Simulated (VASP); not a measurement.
```xyz
3
Lattice="0.0000 2.5203 2.5203 2.5203 0.0000 2.5203 2.5203 2.5203 0.0000" Properties=species:S:1:pos:R:3 pbc="T T T"
Zr     0.0000     0.0000     0.0000
O      1.2601     1.2601     1.2601
O      3.7804     3.7804     3.7804
```

Calculation: r2SCAN meta-GGA, VASP's PBE PAW potentials (set 64) (plane waves; VASP). Run with 520 eV cut-off, 8×8×8 Γ-centred mesh, Gaussian smearing of 0.050 eV, potentials Zr_sv O.

Give the stress tensor in GPa (positive for a compressed cell).

```
8.33  0.00  0.00
0.00  8.33  0.00
0.00  0.00  8.33
```
The pressure is its mean diagonal, 8.33 GPa.

The compound is ZrO2 in the fluorite structure, the high-temperature cubic form, which is unstable at 0 K; the monoclinic form is the stable one. This cell is one point of a volume scan, at 0.97 of the reference volume.
